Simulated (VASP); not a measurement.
Wanted: the native input for a VASP 6.6.1 run.

* Task: single point
* Functional: PBE
* Potentials or basis: VASP PAW PBE potentials, release 64 (Sr_sv, Pd, Al)
* Cutoff: 520 eV
* k mesh: 3 × 3 × 2
* Occupations: fermi-dirac, width 0.05 eV
* Spin: no spin polarisation
* Dipole correction: no
* Further INCAR settings: ALGO = Fast; EDIFF = 1e-07; NBANDS = 48

The structure of Sr4Al2Pd3 (a cell with a defect) lies in POSCAR:

```
Sr4Al2Pd3
1.0
   -5.1567530000      0.0000000000      2.9925460000
    5.1567530000      0.0000000000      2.9925460000
    0.0000000000      7.7156460000      2.9925460000
Sr Pd Al
4 3 2
Direct
    0.3134825982      0.6441073150      0.0931601839
    0.7321378874      0.3982502647      0.9016644880
    0.3928959203      0.5509700030      0.6009748244
    0.1511627414      0.9881599759      0.4020176664
    0.7403374375      0.0664069623      0.2516115955
   -0.1760760352      0.9988832851      0.7435786971
    0.7443291794      0.5623737901      0.2535624366
    0.0104080325      0.0082159554     -0.0021049436
    0.7574911497      0.2632704647      0.5057034758
```

These files were run (other wordings do the same):

INCAR

```
ALGO = Fast
EDIFF = 1E-7
ENCUT = 520
GGA = PE
ISIF = 2
ISMEAR = -1
LASPH = T
LCHARG = F
LREAL = F
LWAVE = F
NBANDS = 48
NELM = 100
PREC = Accurate
SIGMA = 0.05
```

KPOINTS

```
k-points
0
Gamma
  3 3 2
```

Potentials or basis: VASP PAW PBE potentials, release 64 (Sr_sv, Pd, Al).

The run is started by

```bash
$ cat potpaw_PBE.64/Sr_sv/POTCAR potpaw_PBE.64/Pd/POTCAR potpaw_PBE.64/Al/POTCAR > POTCAR
$ mpirun -np 1 vasp_std > vasp.out
```

It gave:

The pressure is 2.0 GPa. The largest force is 0.009 eV/Å. The band gap on the k mesh is none (metal or under the smearing width).

Caveat: the k mesh is coarse (spacing up to 0.43 Å⁻¹), so the values aren't converged.

Run time: 6.6 min on 1 thread of Intel(R) Xeon(R) Platinum 8559C (Emerald Rapids), on a shared host, peak memory 0.42 GiB.
